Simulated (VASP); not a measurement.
Output of a VASP run:

**OSZICAR**
```
       N       E                     dE             d eps       ncg     rms          rms(c)
RMM:   1     0.700708117248E+02    0.70071E+02   -0.46362E+03   385   0.799E+02
RMM:   2    -0.602636816653E+01   -0.76097E+02   -0.12283E+03   385   0.213E+02
RMM:   3    -0.437178524259E+01    0.16546E+01   -0.19712E+02   385   0.947E+01
RMM:   4    -0.911487739949E+01   -0.47431E+01   -0.38685E+01   385   0.435E+01
RMM:   5    -0.110310003673E+02   -0.19161E+01   -0.15695E+01   385   0.264E+01
RMM:   6    -0.118832169429E+02   -0.85222E+00   -0.84503E+00   385   0.180E+01
RMM:   7    -0.124312413411E+02   -0.54802E+00   -0.54870E+00   385   0.139E+01
RMM:   8    -0.127881970591E+02   -0.35696E+00   -0.39005E+00   385   0.112E+01
RMM:   9    -0.132638922036E+02   -0.47570E+00   -0.79845E+00  1424   0.104E+01
RMM:  10    -0.134060575637E+02   -0.14217E+00   -0.12205E+00  1481   0.409E+00
RMM:  11    -0.134460266865E+02   -0.39969E-01   -0.34908E-01  1483   0.224E+00
RMM:  12    -0.134579840128E+02   -0.11957E-01   -0.97674E-02  1483   0.117E+00    0.224E+01
RMM:  13    -0.126964902885E+02    0.76149E+00   -0.16225E+00  1459   0.634E+00    0.158E+01
RMM:  14    -0.126856953446E+02    0.10795E-01   -0.19195E+00  1458   0.656E+00    0.509E+00
RMM:  15    -0.126577660197E+02    0.27929E-01   -0.60226E-01  1262   0.422E+00    0.102E+00
RMM:  16    -0.126452822266E+02    0.12484E-01   -0.12032E-01  1194   0.174E+00    0.705E-01
RMM:  17    -0.126477066890E+02   -0.24245E-02   -0.26344E-02  1306   0.756E-01    0.648E-01
RMM:  18    -0.126489578419E+02   -0.12512E-02   -0.94232E-03  1277   0.598E-01    0.413E-01
RMM:  19    -0.126493633801E+02   -0.40554E-03   -0.68322E-03  1240   0.410E-01    0.154E-01
RMM:  20    -0.126495478598E+02   -0.18448E-03   -0.20429E-03  1314   0.188E-01    0.177E-01
RMM:  21    -0.126496119873E+02   -0.64127E-04   -0.98283E-04  1375   0.110E-01    0.119E-01
RMM:  22    -0.126496241980E+02   -0.12211E-04   -0.44759E-04  1259   0.984E-02    0.412E-02
RMM:  23    -0.126496506220E+02   -0.26424E-04   -0.27479E-04  1332   0.663E-02    0.130E-02
RMM:  24    -0.126496664583E+02   -0.15836E-04   -0.16108E-04  1182   0.334E-02    0.483E-03
RMM:  25    -0.126496769385E+02   -0.10480E-04   -0.10457E-04  1028   0.223E-02    0.284E-03
RMM:  26    -0.126496835107E+02   -0.65722E-05   -0.65837E-05   984   0.167E-02    0.101E-03
RMM:  27    -0.126496881634E+02   -0.46527E-05   -0.47602E-05   862   0.128E-02    0.996E-04
RMM:  28    -0.126496913434E+02   -0.31801E-05   -0.33272E-05   776   0.104E-02    0.106E-03
RMM:  29    -0.126496937713E+02   -0.24278E-05   -0.25292E-05   744   0.920E-03    0.485E-04
RMM:  30    -0.126496954469E+02   -0.16757E-05   -0.17774E-05   700   0.767E-03    0.545E-04
RMM:  31    -0.126496967238E+02   -0.12769E-05   -0.13640E-05   652   0.710E-03    0.464E-04
RMM:  32    -0.126496976678E+02   -0.94402E-06   -0.10485E-05   637   0.655E-03    0.105E-03
RMM:  33    -0.126496983806E+02   -0.71277E-06   -0.78174E-06   603   0.624E-03
   1 F= -.12649698E+02 E0= -.12648465E+02  d E =-.370047E-02
```

### OUTCAR
```
------------------------ aborting loop because EDIFF is reached ----------------------------------------
  FORCE on cell =-STRESS in cart. coord.  units (eV):
  Direction    XX          YY          ZZ          XY          YZ          ZX
  --------------------------------------------------------------------------------------
  Total       -2.2892139     -2.2892139     -2.2892139      0.0000000      0.0000000     -0.0000000
  in kB      -65.7266617    -65.7266617    -65.7266617      0.0000000      0.0000000     -0.0000000
  external PRESSURE =     -65.7266617 kB  Pullay stress =       0.0000000 kB
  volume of cell :       55.80
      direct lattice vectors                 reciprocal lattice vectors
     0.000000000  3.033019000  3.033019000    -0.164852248  0.164852248  0.164852248
     3.033019000  0.000000000  3.033019000     0.164852248 -0.164852248  0.164852248
     3.033019000  3.033019000  0.000000000     0.164852248  0.164852248 -0.164852248
 POSITION                                       TOTAL-FORCE (eV/Angst)
 -----------------------------------------------------------------------------------
      0.00000      0.00000      0.00000        -0.000000      0.000000      0.000000
      3.03302      3.03302      3.03302         0.000000     -0.000000     -0.000000
 -----------------------------------------------------------------------------------
    total drift:                                0.000000      0.000000      0.000000
  FREE ENERGIE OF THE ION-ELECTRON SYSTEM (eV)
  ---------------------------------------------------
  free  energy   TOTEN  =       -12.6496983806 eV

  energy  without entropy=      -12.6459979070  energy(sigma->0) =      -12.64846489
```
(Selected blocks of OUTCAR.)

POSCAR:
```
YSi
1
    0.0000000000     3.0330190000     3.0330190000
    3.0330190000     0.0000000000     3.0330190000
    3.0330190000     3.0330190000     0.0000000000
Si Y
1 1
Direct
  0.0000000000   0.0000000000   0.0000000000
  0.5000000000   0.5000000000   0.5000000000
```

Task: Write an INCAR and KPOINTS that could have produced this output.

Result: Several could match; the one computed here: the input of the run itself, PBE GGA, plane waves, VASP's PBE PAW potentials (set 64).

### KPOINTS
```
Automatic mesh
0
Gamma
9 9 9
0 0 0
```

**INCAR**
```
# general
SYSTEM   =  YSi
PREC     =  Accurate
ENCUT    =  400
LREAL    =  F
LASPH    =  T

# electronic loop
EDIFF    =  1E-6
NELM     =  100
ALGO     =  VeryFast
LMAXMIX  =  4

# smearing
ISMEAR   =  1
SIGMA    =  0.1

# functional
GGA      =  PE

# ions
ISIF     =  2

# output
LWAVE    =  F
LCHARG   =  F
```

POTCAR, in this order: Si Y_sv (PBE.64 set). Program: vasp_std.

The structure was generated: YSi was put into the rocksalt type (Fm-3m), which need not be its known phase. The cell was not relaxed at this level. The run is one of a series of settings (ALGO = VeryFast against the base run), some of them coarse on purpose. The electron count is odd and the run is not spin-polarised, which forces a metal.
